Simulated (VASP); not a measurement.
# Lattice of Te2Mo across functionals and dispersion corrections, part 3 of 4

Which functional gives the lattice of Te2Mo as experiment finds it, and is a dearer one worth its cost? The start is a cell from a database of measured crystal structures.

VASP 6.6.1, plane waves and PAW; the level of theory is named at each step.

So far. Step 3 (Relaxation with PBE): It ends at 27.64 Å³/atom, +10.7 % from the start, with 0.05 GPa left. The conventional cell has a = 3.555 and c = 15.151 Å. Step 4 (Relaxation with r2SCAN): It ends at 26.94 Å³/atom, +7.9 % from the start, with 0.00 GPa left. The conventional cell has a = 3.565 and c = 14.689 Å.

## 5. Relaxation with PBE + D3(BJ)

This step: PBE with D3(BJ); plane waves and PAW (Te, Mo_sv) (VASP 6.6.1).

A dispersion term adds the long-range attraction that semilocal functionals lack. D3 with Becke-Johnson damping keeps a finite attraction at short range.

INCAR

```
SYSTEM = Te2Mo
PREC = Accurate
ENCUT = 520
EDIFF = 1E-06
NELM = 100
ISMEAR = -1
SIGMA = 0.05
LREAL = .FALSE.
ALGO = Normal
GGA = PE
IVDW = 12
NBANDS = 32
LASPH = .TRUE.
LORBIT = 11
LWAVE = .FALSE.
LCHARG = .FALSE.
KPAR = 4
IBRION = 2
NSW = 60
ISIF = 3
EDIFFG = -0.01
```

POSCAR

```
Te2Mo
1.0
    3.5182000000      0.0000000000      0.0000000000
   -1.7591000000      3.0468505756      0.0000000000
    0.0000000000      0.0000000000     13.9736000000
Te Mo
4 2
Direct
    0.3333333333      0.6666666667      0.6210000000
    0.6666666667      0.3333333333      0.1210000000
    0.3333333333      0.6666666667      0.8790000000
    0.6666666667      0.3333333333      0.3790000000
    0.3333333333      0.6666666667      0.2500000000
    0.6666666667      0.3333333333      0.7500000000
```

KPOINTS

```
Automatic mesh
0
Gamma
7 7 2
0 0 0
```

The projector-augmented-wave data sets are Te and Mo_sv (PBE family, release 64).

Command:

```sh
$ mpirun -np 4 vasp_std
```

The log of the run:

```text
[... set-up lines as in an earlier step ...]
 entering main loop
       N       E                     dE             d eps       ncg     rms          rms(c)
[... 17 cycles as in an earlier step ...]
   1 F= -.39205602E+02 E0= -.39205590E+02  d E =-.392056E+02
[... from here on, the cycles between the ionic steps are left out ...]
   2 F= -.39215261E+02 E0= -.39215251E+02  d E =-.965956E-02
   3 F= -.39216463E+02 E0= -.39216453E+02  d E =-.108617E-01
   4 F= -.39219801E+02 E0= -.39219789E+02  d E =-.333770E-02
   5 F= -.39220004E+02 E0= -.39219992E+02  d E =-.354016E-02
   6 F= -.39224473E+02 E0= -.39224459E+02  d E =-.446981E-02
   7 F= -.39230718E+02 E0= -.39230687E+02  d E =-.107146E-01
[...]
reached required accuracy - stopping structural energy minimisation
```

It took 3.2 min on 4 MPI ranks of Intel Xeon Platinum 8259CL at 2.50GHz (Skylake/Cascade Lake), shared host; peak memory 1.4 GiB; 11 min of CPU time.

Parts of OUTCAR (step 5):

```text
 Edisp (eV)   -3.28697

 Edisp (eV)   -3.32673

  Total       0.04024     0.04024    -0.04045     0.00000     0.00000     0.00000
  in kB       0.44491     0.44491    -0.44724     0.00000     0.00000     0.00000
  external pressure =        0.15 kB  Pullay stress =        0.00 kB

 POSITION                                       TOTAL-FORCE (eV/Angst)
 -----------------------------------------------------------------------------------
     -0.00000      2.01767      8.45792        -0.000000     -0.000000     -0.002203
      1.74735      1.00883      1.60679        -0.000000      0.000000     -0.002203
     -0.00000      2.01767     12.09547        -0.000000     -0.000000      0.002203
      1.74735      1.00883      5.24434        -0.000000      0.000000      0.002203
     -0.00000      2.01767      3.42556        -0.000000     -0.000000      0.000000
      1.74735      1.00883     10.27669         0.000000      0.000000      0.000000
 -----------------------------------------------------------------------------------
    total drift:                               -0.000000      0.000000     -0.000000

  FREE ENERGIE OF THE ION-ELECTRON SYSTEM (eV)
  ---------------------------------------------------
  free  energy   TOTEN  =       -39.2307181356 eV

  energy  without entropy=      -39.2306564542  energy(sigma->0) =      -39.23068729

[... 2 parts as in an earlier step ...]

[... 2 further parts left out ...]
[key lines of the parts left out:]
E-fermi :   8.9680
```

Step by step:

```
step  energy less that of the first step (eV)  largest force (eV/Å)  pressure (GPa)  volume (Å³)
   1                                   0.0000                0.1810           -0.51       149.79
   2                                  -0.0097                0.1616            0.04       148.07
   3                                  -0.0109                0.1524            0.33       147.19
   4                                  -0.0142                0.0446           -0.55       147.32
   5                                  -0.0144                0.0069           -0.38       147.30
   6                                  -0.0189                0.0041           -0.29       146.68
   7                                  -0.0251                0.0022            0.01       144.92
```

```csv
"conventional cell, symmetrised",before,after,change
a (Å),3.518,3.495,-0.7 %
b (Å),3.518,3.495,-0.7 %
c (Å),13.974,13.702,-1.9 %
volume (Å³/atom),24.96,24.15,-3.2 %
```

The atoms that moved most (Å, as changes of fractional coordinates times the final cell):

```
atom     dx     dy      dz  length
 Te1  0.000  0.000  -0.051   0.051
 Te3  0.000  0.000   0.051   0.051
 Te4  0.000  0.000   0.051   0.051
 Te2  0.000  0.000  -0.051   0.051
```

The relaxed structure:

```
Te Mo
1.0
     3.49470    0.00000    0.00000
    -1.74735    3.02650    0.00000
     0.00000    0.00000   13.70226
Te Mo
4 2
Direct
  0.33333 0.66667 0.61726
  0.66667 0.33333 0.11726
  0.33333 0.66667 0.88274
  0.66667 0.33333 0.38274
  0.33333 0.66667 0.25000
  0.66667 0.33333 0.75000
```

It ends at 24.15 Å³/atom, -3.2 % from the start, with 0.01 GPa left. The conventional cell has a = 3.495 and c = 13.702 Å. Against plain PBE, the dispersion term moves a by -1.7 % and c by -9.6 %.

## 6. Relaxation with r2SCAN + rVV10

This step: r2SCAN with rVV10; plane waves and PAW (Te, Mo_sv) (VASP 6.6.1).

LUSE_VDW switches on a nonlocal correlation term for dispersion.

INCAR, as its differences from that of step 5:

```diff
@@ -9,6 +9,9 @@
 ALGO = Normal
-GGA = PE
-IVDW = 12
+METAGGA = R2SCAN
+LUSE_VDW = .TRUE.
+IVDW_NL = 2
+BPARAM = 11.95
+CPARAM = 0.0093
+LASPH = .TRUE.
 NBANDS = 32
-LASPH = .TRUE.
 LORBIT = 11
```

POSCAR is that of step 5.

KPOINTS is that of step 5.

Command:

```sh
$ mpirun -np 4 vasp_std
```

The log of the run:

```text
[banner, memory and clock lines left out]
running    4 mpi-ranks, on    1 nodes
[...]
|                                                                             |
|               ----> ADVICE to this user running VASP <----                  |
|                                                                             |
|     You have switched on vdW-DFT.                                           |
|     This routine was written and supplied by Jiri Klimes. We recommend      |
|     that you carefully read and cite the following publications:            |
|       J. Klimes, D.R. Bowler, A. Michelides                                 |
|          J. Phys.: Cond Matt. 22 022201 (2010)                              |
|       J. Klimes, D.R. Bowler, A. Michelides                                 |
|          Phys. Rev. B. 83, 195131 (2011)                                    |
|     and references therein.                                                 |
|                                                                             |

 [... a notice as in an earlier step ...]

 LDA part: xc-table for (None), standard interpolation
 POSCAR, INCAR and KPOINTS ok, starting setup
[...]
entering main loop
       N       E                     dE             d eps       ncg     rms          rms(c)
Total rVV10 correction in eV:      1.1028471    65.1941991
Total rVV10 correction in eV:      1.1028471    65.1941991
Total rVV10 correction in eV:      1.1028471    65.1941991
Total rVV10 correction in eV:      1.1028471    65.1941991
DAV:   1     0.289763810620E+03    0.28976E+03   -0.28115E+04  1176   0.151E+03
DAV:   2    -0.146387794916E+03   -0.43615E+03   -0.42637E+03  1248   0.354E+02
DAV:   3    -0.169819831514E+03   -0.23432E+02   -0.23164E+02  1312   0.705E+01
DAV:   4    -0.170354924313E+03   -0.53509E+00   -0.53381E+00  1208   0.106E+01
DAV:   5    -0.170370319698E+03   -0.15395E-01   -0.15388E-01  1448   0.175E+00    0.246E+01
Total rVV10 correction in eV:      1.0827326    65.1941987
Total rVV10 correction in eV:      1.0827326    65.1941987
Total rVV10 correction in eV:      1.0827326    65.1941987
Total rVV10 correction in eV:      1.0827326    65.1941987
DAV:   6    -0.154585632566E+03    0.15785E+02   -0.10136E+01  1120   0.230E+01    0.863E+00
Total rVV10 correction in eV:      1.0855039    65.1941987
Total rVV10 correction in eV:      1.0855039    65.1941987
Total rVV10 correction in eV:      1.0855039    65.1941987
Total rVV10 correction in eV:      1.0855039    65.1941987
DAV:   7    -0.154546128672E+03    0.39504E-01   -0.19610E+00  1224   0.663E+00    0.468E+00
Total rVV10 correction in eV:      1.0863570    65.1941987
Total rVV10 correction in eV:      1.0863570    65.1941987
Total rVV10 correction in eV:      1.0863570    65.1941987
Total rVV10 correction in eV:      1.0863570    65.1941987
[...]
DAV:  10    -0.154490659698E+03    0.30128E-02   -0.54850E-02  1272   0.113E+00    0.583E-01
Total rVV10 correction in eV:      1.0926385    65.1941987
Total rVV10 correction in eV:      1.0926385    65.1941987
Total rVV10 correction in eV:      1.0926385    65.1941987
Total rVV10 correction in eV:      1.0926385    65.1941987
DAV:  11    -0.154490300851E+03    0.35885E-03   -0.50137E-03  1336   0.317E-01    0.483E-01
Total rVV10 correction in eV:      1.0928582    65.1941987
Total rVV10 correction in eV:      1.0928582    65.1941987
Total rVV10 correction in eV:      1.0928582    65.1941987
Total rVV10 correction in eV:      1.0928582    65.1941987
DAV:  12    -0.154490293506E+03    0.73449E-05   -0.11838E-03  1168   0.171E-01    0.103E-01
Total rVV10 correction in eV:      1.0929088    65.1941987
Total rVV10 correction in eV:      1.0929088    65.1941987
Total rVV10 correction in eV:      1.0929088    65.1941987
Total rVV10 correction in eV:      1.0929088    65.1941987
DAV:  13    -0.154490290692E+03    0.28146E-05   -0.16345E-04  1312   0.722E-02    0.340E-02
Total rVV10 correction in eV:      1.0931074    65.1941987
Total rVV10 correction in eV:      1.0931074    65.1941987
Total rVV10 correction in eV:      1.0931074    65.1941987
Total rVV10 correction in eV:      1.0931074    65.1941987
DAV:  14    -0.154490295839E+03   -0.51479E-05   -0.38405E-05  1176   0.334E-02    0.147E-02
Total rVV10 correction in eV:      1.0930759    65.1941987
Total rVV10 correction in eV:      1.0930759    65.1941987
Total rVV10 correction in eV:      1.0930759    65.1941987
Total rVV10 correction in eV:      1.0930759    65.1941987
DAV:  15    -0.154490297565E+03   -0.17260E-05   -0.57715E-06  1080   0.123E-02    0.423E-03
Total rVV10 correction in eV:      1.0930836    65.1941987
Total rVV10 correction in eV:      1.0930836    65.1941987
Total rVV10 correction in eV:      1.0930836    65.1941987
Total rVV10 correction in eV:      1.0930836    65.1941987
DAV:  16    -0.154490297485E+03    0.80036E-07   -0.10144E-06   696   0.549E-03
Total rVV10 correction in eV:      1.0930770    65.1941987
Total rVV10 correction in eV:      1.0930770    65.1941987
Total rVV10 correction in eV:      1.0930770    65.1941987
Total rVV10 correction in eV:      1.0930770    65.1941987
Total rVV10 correction in eV:      1.0930764    65.1941987
Total rVV10 correction in eV:      1.0930764    65.1941987
Total rVV10 correction in eV:      1.0930764    65.1941987
Total rVV10 correction in eV:      1.0930764    65.1941987
   1 F= -.15449030E+03 E0= -.15449029E+03  d E =-.154490E+03
[... from here on, the cycles between the ionic steps are left out ...]
   2 F= -.15448479E+03 E0= -.15448478E+03  d E =0.551005E-02
   3 F= -.15450050E+03 E0= -.15450050E+03  d E =-.102043E-01
   4 F= -.15450520E+03 E0= -.15450519E+03  d E =-.469611E-02
   5 F= -.15450542E+03 E0= -.15450541E+03  d E =-.491500E-02
   6 F= -.15450703E+03 E0= -.15450702E+03  d E =-.160839E-02
   7 F= -.15451017E+03 E0= -.15451016E+03  d E =-.475131E-02
   8 F= -.15450982E+03 E0= -.15450982E+03  d E =-.440041E-02
   9 F= -.15451102E+03 E0= -.15451102E+03  d E =-.560390E-02
  10 F= -.15451103E+03 E0= -.15451103E+03  d E =-.561303E-02
[...]
hard stop encountered!  aborting job ...
[...]
|     The electronic self-consistency was not achieved in the given           |
[...]
soft stop encountered!  aborting job ...
  11 F= -.15451283E+03 E0= -.15451283E+03  d E =-.510008E-05
 deleting file STOPCAR
```

The job ended after 40 min (4 MPI ranks; peak memory 2.6 GiB).

The run was stopped at its time limit, by a STOPCAR file.

By then 10 ionic steps had been finished.

More ranks or a longer limit would be the way on, or going on from the last geometry.

## 7. Relaxation with optB86b-vdW

This step: optB86b-vdW; plane waves and PAW (Te, Mo_sv) (VASP 6.6.1).

optB86b-vdW pairs nonlocal correlation with a less repulsive exchange of B86b form.

INCAR, as its differences from that of step 6:

```diff
@@ -9,7 +9,7 @@
 ALGO = Normal
-METAGGA = R2SCAN
+GGA = MK
+AGGAC = 0
 LUSE_VDW = .TRUE.
-IVDW_NL = 2
-BPARAM = 11.95
-CPARAM = 0.0093
+PARAM1 = 0.1234
+PARAM2 = 1
 LASPH = .TRUE.
```

POSCAR is that of step 6.

KPOINTS is that of step 6.

Command:

```sh
$ mpirun -np 4 vasp_std
```

The log of the run:

```text
[banner, memory and clock lines left out]
running    4 mpi-ranks, on    1 nodes
[...]
[... a notice as in an earlier step ...]

 [... a notice as in an earlier step ...]

 LDA part: xc-table for (Slater+PW92), standard interpolation
 POSCAR, INCAR and KPOINTS ok, starting setup
[...]
entering main loop
       N       E                     dE             d eps       ncg     rms          rms(c)
DAV:   1     0.420902574632E+03    0.42090E+03   -0.27313E+04  1176   0.146E+03
DAV:   2    -0.117987131564E+01   -0.42208E+03   -0.41261E+03  1264   0.342E+02
DAV:   3    -0.238320669991E+02   -0.22652E+02   -0.22395E+02  1304   0.680E+01
DAV:   4    -0.243963468416E+02   -0.56428E+00   -0.56307E+00  1216   0.106E+01
[...]
DAV:  12    -0.231640567091E+02    0.75915E-04   -0.24368E-04  1224   0.785E-02    0.122E-01
DAV:  13    -0.231640347786E+02    0.21931E-04   -0.92031E-05  1248   0.519E-02    0.579E-02
DAV:  14    -0.231640351929E+02   -0.41435E-06   -0.64009E-06  1176   0.107E-02
   1 F= -.23164035E+02 E0= -.23164023E+02  d E =-.231640E+02
[... from here on, the cycles between the ionic steps are left out ...]
   2 F= -.23140816E+02 E0= -.23140805E+02  d E =0.232196E-01
   3 F= -.23175729E+02 E0= -.23175718E+02  d E =-.116939E-01
   4 F= -.23175727E+02 E0= -.23175716E+02  d E =-.116922E-01
   5 F= -.23172793E+02 E0= -.23172781E+02  d E =-.875804E-02
   6 F= -.23175717E+02 E0= -.23175706E+02  d E =-.116819E-01
   7 F= -.23175762E+02 E0= -.23175751E+02  d E =-.453309E-04
   8 F= -.23175777E+02 E0= -.23175765E+02  d E =-.598435E-04
   9 F= -.23175777E+02 E0= -.23175765E+02  d E =0.298091E-06
  10 F= -.23175793E+02 E0= -.23175781E+02  d E =-.156552E-04
[...]
reached required accuracy - stopping structural energy minimisation
```

Elapsed: 22 min, on 4 MPI ranks; peak memory 2.9 GiB; 88 min of CPU time.

OUTCAR, selected parts (step 7):

```text
  Total       -0.0262172     -0.0262172      0.0051812      0.0000000      0.0000000      0.0000000
  in kB       -0.2765801     -0.2765801      0.0546599      0.0000000      0.0000000      0.0000000
  external PRESSURE =      -0.1661668 kB  Pullay stress =       0.0000000 kB

 POSITION                                       TOTAL-FORCE (eV/Angst)
 -----------------------------------------------------------------------------------
     -0.00000      2.03951      8.72397        -0.000000      0.000000      0.008745
      1.76627      1.01976      1.69744        -0.000000      0.000000      0.008745
     -0.00000      2.03951     12.35562        -0.000000      0.000000     -0.008745
      1.76627      1.01976      5.32909        -0.000000      0.000000     -0.008745
     -0.00000      2.03951      3.51327         0.000000      0.000000      0.000000
      1.76627      1.01976     10.53980        -0.000000     -0.000000      0.000000
 -----------------------------------------------------------------------------------
    total drift:                               -0.000000      0.000000     -0.000000

  FREE ENERGIE OF THE ION-ELECTRON SYSTEM (eV)
  ---------------------------------------------------
  free  energy   TOTEN  =       -23.1757926368 eV

  energy  without entropy=      -23.1757698080  energy(sigma->0) =      -23.17578122

[... 2 parts as in an earlier step ...]

[... 2 further parts left out ...]
[key lines of the parts left out:]
E-fermi :   8.2418
```

It ends at 25.31 Å³/atom, +1.4 % from the start, with -0.02 GPa left. The conventional cell has a = 3.533 and c = 14.053 Å.

## 8. Relaxation with vdW-DF-cx

This step: vdW-DF-cx; plane waves and PAW (Te, Mo_sv) (VASP 6.6.1).

vdW-DF-cx takes its exchange from the same plasmon model as its correlation.

INCAR, as its differences from that of step 7:

```diff
@@ -9,7 +9,5 @@
 ALGO = Normal
-GGA = MK
+GGA = CX
 AGGAC = 0
 LUSE_VDW = .TRUE.
-PARAM1 = 0.1234
-PARAM2 = 1
 LASPH = .TRUE.
```

POSCAR is that of step 7.

KPOINTS is that of step 7.

Command:

```sh
$ mpirun -np 4 vasp_std
```

The log of the run:

```text
[... set-up lines as in an earlier step ...]
 entering main loop
       N       E                     dE             d eps       ncg     rms          rms(c)
DAV:   1     0.419540454030E+03    0.41954E+03   -0.27290E+04  1176   0.146E+03
DAV:   2    -0.185320683908E+01   -0.42139E+03   -0.41199E+03  1256   0.341E+02
DAV:   3    -0.246634275957E+02   -0.22810E+02   -0.22552E+02  1304   0.682E+01
DAV:   4    -0.252331508215E+02   -0.56972E+00   -0.56824E+00  1224   0.107E+01
[...]
DAV:  12    -0.239236241448E+02    0.76722E-04   -0.27517E-04  1240   0.828E-02    0.142E-01
DAV:  13    -0.239235959068E+02    0.28238E-04   -0.10691E-04  1264   0.549E-02    0.687E-02
DAV:  14    -0.239235957390E+02    0.16783E-06   -0.74279E-06  1160   0.116E-02
   1 F= -.23923596E+02 E0= -.23923583E+02  d E =-.239236E+02
[... from here on, the cycles between the ionic steps are left out ...]
   2 F= -.23926140E+02 E0= -.23926129E+02  d E =-.254395E-02
   3 F= -.23926508E+02 E0= -.23926497E+02  d E =-.291221E-02
   4 F= -.23927445E+02 E0= -.23927434E+02  d E =-.937242E-03
   5 F= -.23927592E+02 E0= -.23927581E+02  d E =-.108375E-02
   6 F= -.23927984E+02 E0= -.23927973E+02  d E =-.392793E-03
   7 F= -.23928721E+02 E0= -.23928707E+02  d E =-.112893E-02
   8 F= -.23928123E+02 E0= -.23928105E+02  d E =-.531463E-03
   9 F= -.23928842E+02 E0= -.23928827E+02  d E =-.125002E-02
  10 F= -.23929080E+02 E0= -.23929064E+02  d E =-.237986E-03
  11 F= -.23929112E+02 E0= -.23929096E+02  d E =-.269798E-03
  12 F= -.23929103E+02 E0= -.23929087E+02  d E =-.261330E-03
  13 F= -.23929152E+02 E0= -.23929135E+02  d E =-.488562E-04
 trial-energy change:   -0.000049  1 .order   -0.000050   -0.000070   -0.000031
 step:   0.7497(harm=  0.7497)  dis= 0.00065  next Energy=   -23.929165 (dE=-0.622E-04)
 reached required accuracy - stopping structural energy minimisation
```

The job ended after 28 min (4 MPI ranks; peak memory 2.9 GiB).

From OUTCAR (step 8):

```text
  Total        0.0495502      0.0495502      0.0090248      0.0000000     -0.0000000     -0.0000000
  in kB        0.5365535      0.5365535      0.0977249      0.0000000     -0.0000000     -0.0000000
  external PRESSURE =       0.3902773 kB  Pullay stress =       0.0000000 kB

 POSITION                                       TOTAL-FORCE (eV/Angst)
 -----------------------------------------------------------------------------------
     -0.00000      2.02382      8.61176         0.000000     -0.000000     -0.000168
      1.75268      1.01191      1.65967        -0.000000      0.000000     -0.000168
     -0.00000      2.02382     12.24452         0.000000      0.000000      0.000168
      1.75268      1.01191      5.29243        -0.000000      0.000000      0.000168
     -0.00000      2.02382      3.47605         0.000000     -0.000000      0.000000
      1.75268      1.01191     10.42814        -0.000000      0.000000      0.000000
 -----------------------------------------------------------------------------------
    total drift:                               -0.000000      0.000000     -0.000000

  FREE ENERGIE OF THE ION-ELECTRON SYSTEM (eV)
  ---------------------------------------------------
  free  energy   TOTEN  =       -23.9291519041 eV

  energy  without entropy=      -23.9291188170  energy(sigma->0) =      -23.92913536

[... 2 parts as in an earlier step ...]

[... 2 further parts left out ...]
[key lines of the parts left out:]
E-fermi :   8.5542
```

It ends at 24.66 Å³/atom, -1.2 % from the start, with 0.04 GPa left. The conventional cell has a = 3.505 and c = 13.904 Å.

[end of part 3 of 4]

[Lines on the potential files, build, host, timing and source positions are cut from VASP's logs without a mark.]

[Logs are printed without paths, hosts, clocks, repeated set-up lines and the standing remarks that a program may print on its own settings, such as how far it seeks lower states.]

[Hosts, paths, dates, database ids (printed as entryN), source tags and the programs' standing remarks are cut or masked in the printed files.]

[A measured line is paired with the nearest computed mode of its activity, which favours agreement.]
